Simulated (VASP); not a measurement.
Os:

```xyz
2
Lattice="2.7341 0.0000 0.0000 -1.3671 2.3678 0.0000 0.0000 0.0000 4.3197" Properties=species:S:1:pos:R:3 pbc="T T T"
Os    0.0000    1.5785    1.0799
Os    1.3671    0.7893    3.2398
```

Program: VASP 6.6.1. Alike in all runs: task electric field gradients; potentials or basis VASP PAW PBE potentials, release 64 (Os); no spin polarisation; cell as given; k mesh 14 × 14 × 8; smearing fermi-dirac 0.05 eV.

Order these runs on this cell by their pressure, lowest first.
A. level r2SCAN; cutoff (eV) 520
B. level PBEsol; cutoff (eV) 500
C. level PBE; cutoff (eV) 520

B (-2.3 GPa), A (2.0 GPa), C (8.8 GPa).

Caveats: the PAW data sets were made with another functional, which shifts forces and pressure a little (some runs).

Not every run made on this cell is shown here.
